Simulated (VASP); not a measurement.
Wanted: the native input for a VASP 6.6.1 run.

* Task: atomic charges
* Functional: PBE
* Dispersion: TS
* Potentials or basis: VASP PAW PBE potentials, release 64 (F, Al, I)
* Cutoff: 520 eV
* k mesh: 1 × 1 × 1
* Occupations: gaussian, width 0.01 eV
* Spin: no spin polarisation
* Further INCAR settings: ALGO = Fast; EDIFF = 1e-06

The structure of F2AlI lies in POSCAR:

```
AlIF2
1.0
   12.0000000000      0.0000000000      0.0000000000
    0.0000000000     12.0000000000      0.0000000000
    0.0000000000      0.0000000000     12.0000000000
F Al I
2 1 1
Direct
    0.6113416700      0.5773375000      0.5991041700
    0.5422000000      0.3817291700      0.4910291700
    0.5291916700      0.5159291700      0.5096291700
    0.3908250000      0.6217708300      0.4065625000
```

One way to write it, as run:

INCAR

```
PREC = Accurate ; ENCUT = 520
EDIFF = 1E-6 ; ISMEAR = 0
SIGMA = 0.01 ; LREAL = False
LASPH = True ; NELM = 80
ALGO = Fast ; ISIF = 2
LWAVE = False ; LCHARG = False
GGA = PE ; IVDW = 2
LORBIT = 11
```

KPOINTS

```
regular mesh
0
Gamma
  1 1 1
```

Potentials or basis: VASP PAW PBE potentials, release 64 (F, Al, I).

Run with:

```bash
$ cat potpaw_PBE.64/F/POTCAR potpaw_PBE.64/Al/POTCAR potpaw_PBE.64/I/POTCAR > POTCAR
$ mpirun -np 1 vasp_gam > vasp.out
```

Results of the run:

| Item | Value |
| --- | --- |
| Largest force | 0.643 eV/Å |
| Gap between the frontier levels | 4.72 eV |
| Valence electrons inside the program's atomic spheres | F 6.12; Al 0.79; I 4.33 |
| Hirshfeld charges | F -0.27; Al +0.59; I -0.06 e |
| Dispersion energy per atom | -0.005 eV |

Caveat: spin-orbit coupling is left out, which moves the levels of the heavy elements.

Wall time 2.3 min on 1 thread of Intel(R) Xeon(R) Platinum 8375C CPU @ 2.90GHz (Ice Lake) (shared host), peak memory 1.2 GiB.
